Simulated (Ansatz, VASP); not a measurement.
# Co (Cobalt): VASP beside Ansatz

One calculation is typed for both programs; each brings its own data sets. How far apart do they land? The cell is taken from a series of runs on this material, whose earlier steps may have relaxed, scaled, displaced or heated it; both programs get it as it stands.

Program: Ansatz 0.2.0. Level of theory: plane waves, with VASP 6.6.1 beside it; single point at PBE. Results are calculated unless marked as measured.

### 1. The structure

It takes space group P6_3/mmc (No. 194, hexagonal). Conventional cell: a = 2.507 Å, b = 2.507 Å, c = 4.070 Å, α = 90.00°, β = 90.00°, γ = 120.00°. Nearest to Co lie 12 Co at 2.50 to 2.51 Å.

Structure file:

```cif
data_structure
_symmetry_space_group_name_H-M 'P 1'
_symmetry_Int_Tables_number 1
_cell_length_a 2.5074
_cell_length_b 2.5074
_cell_length_c 4.0699
_cell_angle_alpha 90.000
_cell_angle_beta 90.000
_cell_angle_gamma 120.000
_cell_volume 22.16
loop_
_atom_site_label
_atom_site_type_symbol
_atom_site_fract_x
_atom_site_fract_y
_atom_site_fract_z
_atom_site_occupancy
Co1 Co 0.33333 0.66667 0.25000 1
Co2 Co 0.66667 0.33333 0.75000 1
```

### 2. Ansatz: single point, PBE, pair 1

Ansatz runs on its PAW soft_1 files.

With cell and atoms fixed, the geometry can't cause a difference; cores, projectors, grids and the points listed under the comparison can.

Input file input.yaml:

```yaml
crystal:
  lattice:
    - [2.5074, 0.0, 0.0]
    - [-1.2537, 2.1714720974, 0.0]
    - [0.0, 0.0, 4.0699]
  atoms:
    - { symbol: Co, position: [0.3333333333, 0.6666666667, 0.25], spin: 1.72 }
    - { symbol: Co, position: [0.6666666667, 0.3333333333, 0.75], spin: 1.72 }
magnetization:
  spin_polarized: true
kpoints:
  mp_grid: { grid: [18, 18, 10] }
hamiltonian:
  xc: pbe
  pseudopotentials: { kind: paw, azcp: { folder: soft_1 } }
scf:
  occupations: { method: fermi_dirac, width: 0.05 }
  max_iter: 120
  convergence: { dr2_threshold: 1.0e-08 }
  lower_state_search: "off"
basis:
  ecutwfc: 420.0
checkpoint:
  read: start
  write: ck
  compress: false
  write_wavefunctions: false
  write_every: 100000
```

The run is started by

```
> ansatz run input.yaml --threads 2 --pin off --max-ram 5120MiB --backend cpu --events-out ev --progress --plain --runs-dir out
```

Numbers of over 12 decimals in the logs are rounded to 6 here.

Log:

```text
Warning: checkpoint.read: spin seed differs: saved <digest>, current <digest>; the loaded state replaces the seed-built initial guess (but the starting_ns of a DFT+U solve that opens without the state's occupation matrices), so the run may converge into the producing seed's basin, or, where the symmetry group that follows from this deck's starting moments and starting_ns does not hold the saved magnetisation, lose th [...]
Engine: ansatz 0.2.0, aarch64-unknown-linux-gnu
Pseudopotentials: kind: paw
Pseudopotential: Co, paw, valence charge 17, recommended cutoff 420 eV (normal), soft_1/Co.paw.azcp
Functional definition: PBE
  parameter kappa = 0.804
  parameter beta = 0.066725
  exchange = pbe_x(kappa = kappa, mu = beta*pi^2/3)
  correlation = pbe_c(beta = beta)
Crystal: 2 atoms, lattice volume = 22.160 Å³
Basis set: ecut = 420 eV, 415 PW (Γ)
Bands: 23, of which v1, the nominal top of the filled ones, is band 17 counted from 1 (16 counted from 0)
Symmetry: 24 space group operations
Space group: P63/mmc (ITA 194), of the structure as read, at distance tolerance 2.8e-5 Å
Magnetic group: BNS 194.263 (UNI 1493), of the structure as read, at distance tolerance 2.8e-5 Å
k-points: 222 of 3240
Non-local potential: Co, projectors of the file, l = 0: 3, l = 1: 2, l = 2: 3, l = 3: 1
PAW form: soft (Blöchl's): semilocal exchange-correlation on the pseudo side does not see the compensation charge
PAW one-centre angular grid: Co, 590 points (default); XC on 64 Gauss nodes
Initial density: read from a saved state, or passed on in memory by an earlier SCF of this step, an earlier step, the calling program or the single point that the run made first
Stability of the state it starts from, as read at its close in the collinear treatment: not read negative (Ritz values of 1 − χ₀K, real part plus size of imaginary part, from 0.62 to 0.81, by its mixing steps under the symmetry group of the SCF that read it); its run was given moments
Starting moments: Σ|m| = 3.44 μB on 2 of 2 sites; this step starts from the density that it was given
Initial wavefunctions: pseudopotential atomic-orbital guess
Functional: x = pbe(κ = 0.804, μ = 0.219515), c = pbe(β = 0.066725)
iter 1 solved again at ethr=6.25e-8 eV; its pass at ethr=3.10e-3 eV (dr2=2.13e-5 eV) is discarded
SCF iter   1: F=—  HF=-10252.317320 eV  |F-HF|=—  |Δ(HF+E_count)|=         —  Δρ=3.07e-3 (↑3.04e-3 ↓3.07e-3)  dr2=1.67e-5  dr2_m=1.88e-3  M=3.233 μB ∫|m|=3.582 μB  β_m=0.30  ethr=6.25e-8  ⟨swp⟩=3.0  Hψ=69939  notcnv=0
preconditioner: auto → none  [metal: Δε(μ)=0.012 eV  Ē_g=9.365 eV  σ=0.050 eV  W_gap=0.06  n_scr=8 (ndim 8)  ℏωp=33.5 eV  f_vac=0.000  D(μ)=1.73/eV (n_scr^D=22)]
SCF iter   2: F=—  HF=-10252.317452 eV  |F-HF|=—  |Δ(HF+E_count)|=   1.33e-4  Δρ=2.40e-3 (↑2.34e-3 ↓2.40e-3)  dr2=5.65e-6  dr2_m=1.13e-3  M=3.230 μB ∫|m|=3.579 μB  β_m=0.63  ethr=4.91e-8  ⟨swp⟩=1.5  Hψ=11793  notcnv=0
SCF iter   3: F=—  HF=-10252.317643 eV  |F-HF|=—  |Δ(HF+E_count)|=   1.91e-4  Δρ=2.11e-4 (↑2.11e-4 ↓4.55e-5)  dr2=5.98e-6  dr2_m=2.18e-6  M=3.222 μB ∫|m|=3.569 μB  β_m=0.62  ethr=1.66e-8  ⟨swp⟩=2.0  Hψ=17435  notcnv=0
SCF iter   4: F=—  HF=-10252.317645 eV  |F-HF|=—  |Δ(HF+E_count)|=   2.53e-6  Δρ=1.97e-4 (↑1.29e-4 ↓1.97e-4)  dr2=1.30e-5  dr2_m=3.99e-7  M=3.222 μB ∫|m|=3.568 μB  β_m=0.45  ethr=1.66e-8  ⟨swp⟩=2.0  Hψ=17742  notcnv=0
SCF iter   5: F=—  HF=-10252.317643 eV  |F-HF|=—  |Δ(HF+E_count)|=   2.68e-6  Δρ=5.68e-5 (↑2.62e-5 ↓5.68e-5)  dr2=3.76e-7  dr2_m=2.44e-7  M=3.222 μB ∫|m|=3.568 μB  β_m=0.73  ethr=1.66e-8  ⟨swp⟩=2.0  Hψ=14044  notcnv=0
SCF iter   6: F=—  HF=-10252.317643 eV  |F-HF|=—  |Δ(HF+E_count)|=   3.39e-7  Δρ=9.47e-6 (↑5.36e-6 ↓9.47e-6)  dr2=3.04e-9  dr2_m=1.07e-8  M=3.222 μB ∫|m|=3.568 μB  β_m=0.80  ethr=2.94e-11  ⟨swp⟩=2.1  Hψ=31487  notcnv=0
SCF iter   7: F=-10252.317643 eV  HF=-10252.317643 eV  |F-HF|=9.64e-11  |Δ(HF+E_count)|=   1.57e-8  Δρ=1.23e-6 (↑5.95e-7 ↓1.23e-6)  dr2=9.25e-11  dr2_m=1.53e-10  M=3.222 μB ∫|m|=3.568 μB  ethr=8.94e-12  ⟨swp⟩=2.6  Hψ=22133  notcnv=0
SCF 1 converged in 7 iterations: F = -10252.317643 eV  dr2 = 9.25e-11
  greatest PAW one-centre occupation: 1.001 electrons in one spin orbital (limit 2), on the Co atom at site 1 (counted from 0), in its partial waves of l = 1
SCF converged after 7 iterations
Magnetization: 3.2217 μB (18.6109 up, 15.3891 down)
Absolute magnetization: 3.5718 μB (∫|ρ↑−ρ↓|, with the PAW one-centre terms)
Spin contamination: 0.0598 ħ² per cell (⟨S²⟩ above its minimum at these occupations)
Per-site moments (μB) at R_I (Å): [(1.690123, 1.030153), (1.690123, 1.030153)]
Free energy (F): -10252.317643 eV
Harris-Foulkes:  -10252.317643 eV  (|F-HF|=9.64e-11)
Internal energy: -10252.303289 eV  (E = F + TS)
E sigma→0 (E₀):  -10252.310466 eV
Entropy (-TS):   -0.014354 eV (-7.177 meV/atom)
Fermi energy:    18.241648 eV
--- Per-component energies (eV) ---
  E_band       = -502.601785
  E_kinetic    = 582.658672
  E_local      = -5361.541283  (includes V_loc(G=0)·N_el)
  E_nonlocal   = 868.414203
  E_hartree    = 2376.270361
  E_xc         = -184.098683
  E_vxc        = -236.928251  (∫ρ·V_xc dr)
  E_paw        = -3142.732128  (= ΣΔE_a)
  E_vpaw       = -1107.744892  (= ΣTr[D̂ρ^β])
  E_aug_tail   = -0.000026  (compensation charges beyond the density's cutoff)
  E_ewald      = -5391.274405
  E_smearing   = -0.014354  (= −TS)
  E_closure    = 0.000000  (closes the sum)
  Σ components = -10252.317643   (vs F -10252.317643, Δ=0.00e0)
```

The column dr2 measures how far the density is from self-consistency, as an energy; F and HF (Harris–Foulkes) agree once it is small.

### 3. VASP: single point, PBE, pair 1

The same cell, functional, mesh and smearing now go to VASP, with its own data sets.

Lines of VASP's logs that name or quote its potential files are left out, and so is its time.

Input file INCAR:

```
SYSTEM = Co
PREC = Accurate
ENCUT = 520
EDIFF = 1E-06
NELM = 200
ISMEAR = -1
SIGMA = 0.05
LREAL = .FALSE.
ALGO = Normal
GGA = PE
NBANDS = 18
ISPIN = 2
MAGMOM = 1.69 1.69
LASPH = .TRUE.
LMAXMIX = 4
LORBIT = 11
LWAVE = .FALSE.
LCHARG = .FALSE.
ISIF = 2
GGA_COMPAT = .FALSE.
KPAR = 2
```

Input file POSCAR:

```
Co
1.0
    2.5074000000      0.0000000000      0.0000000000
   -1.2537000000      2.1714720974      0.0000000000
    0.0000000000      0.0000000000      4.0699000000
Co
2
Direct
    0.3333333334      0.6666666668      0.2500000000
    0.6666666668      0.3333333334      0.7500000000
```

Input file KPOINTS:

```
Automatic mesh
0
Gamma
18 18 10
0 0 0
```

The projector-augmented-wave data sets are Co (PBE family, release 64).

The run is started by

```
> mpirun -np 2 vasp_std
```

Log:

```text
[banner, memory and clock lines left out]
running    2 mpi-ranks, on    1 nodes
 distrk:  each k-point on    1 cores,    2 groups
 distr:  one band on    1 cores,    1 groups

 POSCAR found type information on POSCAR Co
 POSCAR found :  1 types and       2 ions
 LDA part: xc-table for (Slater+PW92), standard interpolation
 POSCAR, INCAR and KPOINTS ok, starting setup
 FFT: planning ... GRIDC
 FFT: planning ... GRID_SOFT
 FFT: planning ... GRID
 WAVECAR not read
 entering main loop
       N       E                     dE             d eps       ncg     rms          rms(c)
DAV:   1     0.814652337302E+02    0.81465E+02   -0.80774E+03 16616   0.131E+03
DAV:   2    -0.128530104510E+02   -0.94318E+02   -0.85775E+02 16048   0.226E+02
DAV:   3    -0.161547212393E+02   -0.33017E+01   -0.31798E+01 17762   0.546E+01
DAV:   4    -0.162058129316E+02   -0.51092E-01   -0.51058E-01 20564   0.571E+00
DAV:   5    -0.162069518920E+02   -0.11390E-02   -0.11389E-02 18280   0.767E-01    0.145E+01
DAV:   6    -0.145469821842E+02    0.16600E+01   -0.96157E+00 17008   0.636E+01    0.747E+00
DAV:   7    -0.141021216573E+02    0.44486E+00   -0.15273E+00 18266   0.237E+01    0.376E+00
DAV:   8    -0.140857440247E+02    0.16378E-01   -0.18638E-02 20816   0.136E+00    0.175E+00
DAV:   9    -0.140708742456E+02    0.14870E-01   -0.35765E-03 24528   0.109E+00    0.543E-01
DAV:  10    -0.140705944100E+02    0.27984E-03   -0.14026E-03 21518   0.524E-01    0.542E-02
DAV:  11    -0.140706125193E+02   -0.18109E-04   -0.64460E-05 18396   0.804E-02    0.306E-02
DAV:  12    -0.140706101477E+02    0.23716E-05   -0.36948E-06 18480   0.211E-02    0.165E-02
DAV:  13    -0.140706097420E+02    0.40576E-06   -0.18352E-06 13748   0.197E-02
   1 F= -.14070610E+02 E0= -.14063321E+02  d E =-.145770E-01  mag=     3.2094
```

From OUTCAR (step 3):

```text
ion  position               nearest neighbor table
   1  0.333  0.667  0.250-   2 2.50   2 2.50   2 2.50   2 2.50   2 2.50   2 2.50
   2  0.667  0.333  0.750-   1 2.50   1 2.50   1 2.50   1 2.50   1 2.50   1 2.50

  LATTYP: Found a hexagonal cell.
 ALAT       =     2.5074000000
 C/A-ratio  =     1.6231554598

 Subroutine GETGRP returns: Found 24 space group operations
 (whereof 12 operations were pure point group operations)

The static configuration has the point symmetry D_3d.
 The point group associated with its full space group is D_6h.

 Found    222 irreducible k-points:

   k-points           NKPTS =    222   k-points in BZ     NKDIM =    222   number of bands    NBANDS=     18

   dimension x,y,z NGX =    20 NGY =   20 NGZ =   30
   dimension x,y,z NGXF=    40 NGYF=   40 NGZF=   60

   ENCUT  =  520.0 eV  38.22 Ry    6.18 a.u.   4.66  4.66  7.57*2*pi/ulx,y,z

   NELECT =      18.0000    total number of electrons

 k-points in reciprocal lattice and weights: Automatic mesh
   0.00000000  0.00000000  0.00000000       0.000
   0.05555556  0.00000000  0.00000000       0.002
   0.11111111  0.00000000  0.00000000       0.002
   0.16666667 -0.00000000  0.00000000       0.002
   0.22222222 -0.00000000  0.00000000       0.002
   0.27777778  0.00000000  0.00000000       0.002
   0.33333333  0.00000000  0.00000000       0.002
   0.38888889 -0.00000000  0.00000000       0.002
   0.44444444 -0.00000000  0.00000000       0.002
[...]
0.33333333  0.27777778  0.50000000       0.004
   0.33333333  0.33333333  0.50000000       0.001

 average (electrostatic) potential at core
       1 -78.5758       2 -78.5758

 E-fermi :   9.9652

 spin component 1
 k-point     1 :       0.0000    0.0000    0.0000
  band No.  band energies     occupation
    ...
      8       8.0482      1.00000
      9       8.0482      1.00000
     10       9.0984      1.00000
     11       9.0984      1.00000
     12       9.8661      0.87882
     13      16.0832      0.00000
     14      31.8131      0.00000
     15      34.1999      0.00000
     16      34.1999      0.00000
     17      34.8337      0.00000
    ...

 k-point     2 :       0.0556    0.0000    0.0000
  band No.  band energies     occupation
    ...
      7       7.7489      1.00000
      8       7.9950      1.00000
      9       8.0171      1.00000
     10       8.6365      1.00000
     11       9.1117      1.00000
     12      10.4542      0.00006
     13      16.1024      0.00000
     14      30.9657      0.00000
     15      32.6682      0.00000
     16      32.9421      0.00000
    ...

 k-point     3 :       0.1111    0.0000    0.0000
  band No.  band energies     occupation
    ...
      7       7.7205      1.00000
      8       7.8762      1.00000
      9       7.9322      1.00000
     10       8.1850      1.00000
     11       9.1453      1.00000
     12      11.4007      0.00000
     13      16.1644      0.00000
     14      28.6382      0.00000
     15      31.3007      0.00000
     16      31.8709      0.00000
    ...

 k-point     4 :       0.1667   -0.0000    0.0000
  band No.  band energies     occupation
    ...
      7       7.8289      1.00000
      8       7.8604      1.00000
      9       8.0049      1.00000
     10       8.0756      1.00000
     11       9.1869      1.00000
     12      12.4639      0.00000
     13      16.2817      0.00000
     14      26.0631      0.00000
     15      29.7545      0.00000
     16      31.2680      0.00000
    ...

 k-point     5 :       0.2222   -0.0000    0.0000
  band No.  band energies     occupation
    ...
      7       7.8723      1.00000
      8       8.1158      1.00000
      9       8.1186      1.00000
     10       8.3286      1.00000
     11       9.2263      1.00000
     12      13.6184      0.00000
     13      16.4670      0.00000
     14      23.5600      0.00000
     15      28.3496      0.00000
     16      30.5388      0.00000
    ...

 k-point     6 :       0.2778    0.0000    0.0000
  band No.  band energies     occupation
    ...
      7       7.7469      1.00000
      8       8.4411      1.00000
      9       8.4651      1.00000
     10       8.6102      1.00000
     11       9.2584      1.00000
     12      14.8529      0.00000
     13      16.6984      0.00000
     14      21.2545      0.00000
     15      27.1167      0.00000
     16      28.6947      0.00000
    ...

  Total       -0.6494417     -0.6494417     -0.7555640     -0.0000000     -0.0000000      0.0000000
  in kB      -46.9557904    -46.9557904    -54.6286192     -0.0000000     -0.0000000      0.0000000
  external PRESSURE =     -49.5134000 kB  Pullay stress =       0.0000000 kB

  energy-cutoff  :      520.00
  volume of cell :       22.16
      direct lattice vectors                 reciprocal lattice vectors
     2.507400000  0.000000000  0.000000000     0.398819494  0.230258542  0.000000000
    -1.253700000  2.171472097  0.000000000     0.000000000  0.460517085  0.000000000
     0.000000000  0.000000000  4.069900000     0.000000000  0.000000000  0.245706283

 POSITION                                       TOTAL-FORCE (eV/Angst)
 -----------------------------------------------------------------------------------
      0.00000      1.44765      1.01747        -0.000000      0.000000     -0.000000
      1.25370      0.72382      3.05242         0.000000     -0.000000      0.000000
 -----------------------------------------------------------------------------------
    total drift:                                0.000000      0.000000      0.000000

  FREE ENERGIE OF THE ION-ELECTRON SYSTEM (eV)
  ---------------------------------------------------
  free  energy   TOTEN  =       -14.0706097420 eV

  energy  without entropy=      -14.0560327747  energy(sigma->0) =      -14.06332126

 total charge
# of ion       s       p       d       tot
------------------------------------------
    1        0.479   0.503   7.251   8.233
    2        0.479   0.503   7.251   8.233
--------------------------------------------------
tot          0.959   1.005  14.501  16.466

 magnetization (x)
# of ion       s       p       d       tot
------------------------------------------
    1       -0.015  -0.056   1.701   1.630
    2       -0.015  -0.056   1.701   1.630
--------------------------------------------------
tot         -0.030  -0.111   3.402   3.260

[... 6 further parts left out ...]
```

The run ends at a pressure of -4.95 GPa.

### 4. Comparison

Known differences besides the potentials themselves: VASP starts from the moments at which Ansatz ended; the data sets hold 34 valence electrons in Ansatz (on its PAW soft_1 files) and 18 in VASP; the cutoff is 420 eV in Ansatz and 520 eV in VASP; site moments are counted in spheres of each program's own size. Total energies have different zeros and are not compared.

The two programs side by side:

| quantity | Ansatz | VASP | difference |
| --- | --- | --- | --- |
| total moment (μB) | 3.22 | 3.21 | +0.01 |
| moment on Co1 (μB) | 1.69 | 1.63 | +0.06 |
| moment on Co2 (μB) | 1.69 | 1.63 | +0.06 |

### 5. Ansatz: single point, PBE, pair 2

With cell and atoms fixed, the geometry can't cause a difference; cores, projectors, grids and the points listed under the comparison can.

The cell is taken from a series of runs on this material, whose earlier steps may have relaxed, scaled, displaced or heated it; both programs get it as it stands.

input.yaml, the sections that differ from step 2:

```yaml
crystal:
  lattice:
    - [2.5074, 0.0, 0.0]
    - [-1.2537, 2.1714720974, 0.0]
    - [0.0, 0.0, 4.0699]
  atoms:
    - { symbol: Co, position: [0.3333333333, 0.6666666667, 0.25], spin: 0.2325 }
    - { symbol: Co, position: [0.6666666667, 0.3333333333, 0.75], spin: 0.2325 }
magnetization:
  spin_polarized: true
  initial_magnetization: 0.465
  spin_locking: { lock_magnetization: hard }
# kpoints, hamiltonian, scf, basis: as in step 2
# checkpoint: removed
```

The run is started by

```
> ansatz run input.yaml --threads 1 --pin off --max-ram 2560MiB --backend cpu --events-out ev --progress --plain --runs-dir out
```

Log:

```text
[...]
Crystal: 2 atoms, lattice volume = 22.160 Å³
Basis set: ecut = 420 eV, 415 PW (Γ)
Bands: 22, of which v1, the nominal top of the filled ones, is band 17 counted from 1 (16 counted from 0)
Symmetry: 24 space group operations
[...]
k-points: 222 of 3240
[...]
Starting moments: Σ|m| = 0.465 μB on 2 of 2 sites
[...]
Magnetization: 0.4650 μB (17.2325 up, 16.7675 down)
Absolute magnetization: 0.5358 μB (∫|ρ↑−ρ↓|, with the PAW one-centre terms)
[...]
Per-site moments (μB) at R_I (Å): [(0.247917, 1.030153), (0.247917, 1.030153)]
Free energy (F): -10251.840806 eV
[...]
Internal energy: -10251.789574 eV  (E = F + TS)
E sigma→0 (E₀):  -10251.815190 eV
Entropy (-TS):   -0.051231 eV (-25.616 meV/atom)
Fermi energy:    18.132913 (↑ 18.070860, ↓ 18.194965) eV
[...]
[key lines of the parts left out:]
SCF converged after 9 iterations
```

### 6. VASP: single point, PBE, pair 2

The same cell, functional, mesh and smearing now go to VASP, with its own data sets.

Edit INCAR of step 3 so:

```diff
@@ -10,5 +10,5 @@
 GGA = PE
-NBANDS = 18
+NBANDS = 17
 ISPIN = 2
-MAGMOM = 1.69 1.69
+MAGMOM = 0.25 0.25
 LASPH = .TRUE.
@@ -19,2 +19,3 @@
 ISIF = 2
+NUPDOWN = 0.465
 GGA_COMPAT = .FALSE.
```

POSCAR is that of step 3.

KPOINTS is that of step 3.

The run is started by

```
> mpirun -np 2 vasp_std
```

Log:

```text
[... set-up lines as in an earlier step ...]
 entering main loop
       N       E                     dE             d eps       ncg     rms          rms(c)
DAV:   1     0.777414733581E+02    0.77741E+02   -0.80498E+03 15576   0.139E+03
DAV:   2    -0.134614723149E+02   -0.91203E+02   -0.83320E+02 15116   0.230E+02
DAV:   3    -0.161676029558E+02   -0.27061E+01   -0.26271E+01 17229   0.528E+01
DAV:   4    -0.162104488125E+02   -0.42846E-01   -0.42824E-01 20465   0.540E+00
[...]
DAV:  10    -0.135954585161E+02    0.22441E-02   -0.23567E-04 23705   0.251E-01    0.644E-02
DAV:  11    -0.135954694103E+02   -0.10894E-04   -0.34882E-05 16100   0.616E-02    0.290E-02
DAV:  12    -0.135954689213E+02    0.48901E-06   -0.11267E-06 13136   0.131E-02
   1 F= -.13595469E+02 E0= -.13569445E+02  d E =-.520484E-01  mag=     0.4650
```

OUTCAR, selected parts (step 6):

```text
  Total       -2.0122304     -2.0122304     -2.2531442     -0.0000000     -0.0000000      0.0000000
  in kB     -145.4878325   -145.4878325   -162.9063263     -0.0000000     -0.0000000      0.0000000
  external PRESSURE =    -151.2939971 kB  Pullay stress =       0.0000000 kB

 POSITION                                       TOTAL-FORCE (eV/Angst)
 -----------------------------------------------------------------------------------
      0.00000      1.44765      1.01747         0.000000     -0.000000      0.000000
      1.25370      0.72382      3.05242        -0.000000      0.000000      0.000000
 -----------------------------------------------------------------------------------
    total drift:                                0.000000      0.000000     -0.000000

  FREE ENERGIE OF THE ION-ELECTRON SYSTEM (eV)
  ---------------------------------------------------
  free  energy   TOTEN  =       -13.5954689213 eV

  energy  without entropy=      -13.5434205702  energy(sigma->0) =      -13.56944475

 magnetization (x)
# of ion       s       p       d       tot
------------------------------------------
    1       -0.003  -0.011   0.252   0.238
    2       -0.003  -0.011   0.252   0.238
--------------------------------------------------
tot         -0.007  -0.022   0.505   0.476

[... 1 part as in an earlier step ...]

[... 2 further parts left out ...]
[key lines of the parts left out:]
E-fermi :   9.9048
```

The run ends at a pressure of -15.13 GPa.

(Part 1 of 2 ends here.)

[Lines on the potential files, build, host, timing and source positions are cut from VASP's logs without a mark.]

[Logs are printed without paths, hosts, clocks, repeated set-up lines and the standing remarks that a program may print on its own settings, such as how far it seeks lower states.]

[Hosts, paths, dates, database ids (printed as entryN), source tags and the programs' standing remarks are cut or masked in the printed files.]
